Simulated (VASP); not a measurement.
Crystal: InAs.

```
CELL_PARAMETERS angstrom
0.00000 3.04545 3.04545
3.04545 0.00000 3.04545
3.04545 3.04545 0.00000
ATOMIC_POSITIONS crystal
In 0.00000 0.00000 0.00000
As 0.25000 0.25000 0.25000
```

The cell was built by a generator and needn't be a form met in nature.

Base run:

| Quantity | Value |
| --- | --- |
| Program | VASP 6.6.1 |
| Functional | r2SCAN |
| Potentials or basis | VASP PAW PBE potentials, release 64 (In_d, As) |
| Cutoff | 520 eV |
| k mesh | 10 × 10 × 10 |
| Occupations | gaussian, width 0.03 eV |
| Spin | no spin polarisation |

Its results: pressure 0.5 GPa.

**Question.** The run is repeated on the same cell with these changes: functional from r2SCAN to PBEsol. What comes out?

**Answer.** Pressure 0.0 GPa.

Caveats: the PAW data sets were made with another functional, which shifts forces and pressure a little.
